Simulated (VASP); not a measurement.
Input:

```
PtSe2
1.0
    3.79855     0.00000     0.00000
   -1.89928     3.28964     0.00000
    0.00000     0.00000    18.70817
Se Pt
2 1
Direct
  0.66667   0.33333   0.43032
  0.33333   0.66667   0.56968
  0.00000   0.00000   0.50000
```

The numbers are results of optB88-vdW, VASP's PBE PAW potentials (set 64) (plane waves; VASP), not measurements. Settings: PREC = Normal, EDIFF = 1E-5, 400 eV cut-off, 12×12×1 Γ-centred mesh, Gaussian smearing of 0.050 eV, potentials Se Pt.

Task: The ions and cell shape at fixed volume are relaxed. Predict the relaxed structure.

Result: 
```
PtSe2
1.0
    3.73435     0.00000     0.00000
   -1.86718     3.23404     0.00000
    0.00000     0.00000    19.35696
Se Pt
2 1
Direct
  0.66667   0.33333   0.43081
  0.33333   0.66667   0.56919
  0.00000   0.00000   0.50000
```

Task: How much energy does the relaxation gain?

Result: The energy (σ→0) changes by -6.7 meV/atom, in 6 ionic steps.

The cell is a sheet with vacuum, built from PtSe2 (1T layered).
